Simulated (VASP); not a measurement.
VASP input:

**POSCAR**
```
Ba(P2Pd)2
1.0
 -3.4219100000   3.4219100000   2.9868950000
  3.4219100000  -3.4219100000   2.9868950000
  3.4219100000   3.4219100000  -2.9868950000
Ba P Pd
1 4 2
Cartesian
  0.0000000000   0.0000000000   0.0000000000
  3.4219100000   1.8739063542  -0.0000000000
 -0.0000000000   1.5480036458   2.9868950000
  1.5480036458   0.0000000000   2.9868950000
  1.8739063542   3.4219100000  -0.0000000000
  0.0000000000   3.4219100000   1.4934475000
  3.4219100000   0.0000000000   1.4934475000
```

KPOINTS:
```
Regular mesh
0
G
  6 6 6
```

INCAR:
```
! general
SYSTEM =Ba(P2Pd)2
PREC   =Accurate
ENCUT  =300
LREAL  =.FALSE.
LASPH  =.TRUE.

! electronic loop
EDIFF  =1E-6
NELM   =100
ALGO   =Normal
LMAXMIX=4

! smearing
ISMEAR =-1
SIGMA  =0.136

! functional
GGA    =PS

! ions
ISIF   =2

! output
LWAVE  =.FALSE.
LCHARG =.FALSE.
```

POTCAR, in this order: Ba_sv P Pd (PBE.64 set). Program: vasp_std.

Translate this PBEsol calculation to Ansatz.

One equivalent input (not run):
Ansatz 0.2 input:
```yaml
crystal:
  lattice:
    - [-3.4219100, 3.4219100, 2.9868950]
    - [3.4219100, -3.4219100, 2.9868950]
    - [3.4219100, 3.4219100, -2.9868950]
  atoms:
    - { symbol: Ba, position: [0.0000000, 0.0000000, 0.0000000] }
    - { symbol: P, position: [0.2738100, 0.5000000, 0.7738100] }
    - { symbol: P, position: [0.7261900, 0.5000000, 0.2261900] }
    - { symbol: P, position: [0.5000000, 0.7261900, 0.2261900] }
    - { symbol: P, position: [0.5000000, 0.2738100, 0.7738100] }
    - { symbol: Pd, position: [0.7500000, 0.2500000, 0.5000000] }
    - { symbol: Pd, position: [0.2500000, 0.7500000, 0.5000000] }
kpoints:
  mp_grid: { grid: [6, 6, 6] }
hamiltonian:
  xc: pbesol
  pseudopotentials: { kind: paw }
scf:
  occupations: { method: fermi_dirac, width: 0.136 }
  max_iter: 100
output: { forces: true, stress: true, eigenvalues: true }
```
What does not carry over: each code has its own PAW files, so the cut-off isn't converted (ENCUT is set for VASP's; basis.ecutwfc is left out, and Ansatz then takes the one that its files recommend); Ansatz stops its SCF on the density residual and VASP on the energy change (EDIFF).

The structure comes from a computed database's BaPd2P4 entry (I4/mmm); how it stands against other phases isn't given here. The cell was not relaxed at this level. The run is one of a series of settings (GGA = PS, POTCAR Ba_sv P Pd (PBE.64 set) against the base run), some of them coarse on purpose.
